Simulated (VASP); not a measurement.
A run of VASP 6.6.1 is set up as follows.

Contents of INCAR:

```
SYSTEM = LiPm3
ALGO     = Normal         ! electronic algorithm
EDIFF    = 1E-7           ! SCF threshold, eV
ENCUT    = 520            ! plane-wave cutoff, eV
GGA      = PE             ! functional
ISIF     = 2              ! what is computed and relaxed
ISMEAR   = -1             ! smearing method
ISPIN    = 2              ! spin polarisation
LASPH    = .True.         ! aspherical terms in the spheres
LCHARG   = .False.        ! write CHGCAR
LMAXMIX  = 6              ! l up to which the mixer works
LORBIT   = 11             ! projections on sites
LREAL    = .False.        ! projectors in reciprocal space
LWAVE    = .False.        ! write WAVECAR
MAGMOM   = 4 4 4 0        ! initial moments
NBANDS   = 36             ! bands
NELM     = 150            ! most SCF steps
PREC     = Accurate       ! precision mode
SIGMA    = 0.05           ! smearing width, eV
```

KPOINTS

```
k-points
0
Gamma
  6 6 6
  0 0 0
```

File POSCAR:

```
LiPm3
1.0
    4.9989420000      0.0000000000      0.0000000000
    0.0000000000      4.9989420000      0.0000000000
    0.0000000000      0.0000000000      4.9989420000
Pm Li
3 1
Direct
    0.0000000000      0.5000000000      0.5000000000
    0.5000000000      0.0000000000      0.5000000000
    0.5000000000      0.5000000000      0.0000000000
    0.0000000000      0.0000000000      0.0000000000
```

Potentials or basis: VASP PAW PBE potentials, release 64 (Pm, Li_sv).

The run is started by

```console
$ cat potpaw_PBE.64/Pm/POTCAR potpaw_PBE.64/Li_sv/POTCAR > POTCAR
$ mpirun -np 1 vasp_std > vasp.out
```

Task: Predict the net moment.

Result: 16.69 μB per cell.

Task: Estimate the band gap on the k mesh.

Result: None (metal or under the smearing width).

Task: Estimate the site moments.

Result: Pm +4.71; Li +0.01 μB.

Caveat: the magnetic or orbital state may not be the lowest; spin-orbit coupling is left out, which moves the levels of the heavy elements; without U or exact exchange the open f shell lies at the Fermi level, which spoils levels, moments and volumes. The state reached can hang on the start; a lower one may exist.
